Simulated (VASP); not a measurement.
Here is the system:

```
CELL_PARAMETERS angstrom
      1.89678    -3.28533     0.00000
      1.89678     3.28533     0.00000
      0.00000     0.00000     4.89514
ATOMIC_POSITIONS crystal
  Pt 0.00000 0.00000 0.00000
  Se 0.33333 0.66667 0.25624
  Se 0.66667 0.33333 0.74376
```

These are PBEsol GGA, VASP's PBE PAW potentials (set 64) (plane waves; VASP 6.6.1) values and carry that method's errors. Numerical set-up: 480 eV cut-off, 10×10×6 Γ-centred mesh, first-order Methfessel-Paxton smearing of 0.10 eV, potentials Pt Se.

Without a dispersion term in the relaxation, distances and binding between the weakly bound layers, chains or molecules are unreliable, and so is what depends on them.

Problem. Give the stress tensor in GPa (positive for a compressed cell).

Solution. 
```
-2.27   0.00   0.00
 0.00  -2.27   0.00
 0.00   0.00  -0.87
```
The pressure is its mean diagonal, -1.80 GPa.

The compound is PtSe2 in the 1T layered structure. This cell was strained or had an atom moved on purpose. Symmetry was kept, so distortions that lower it aren't found.
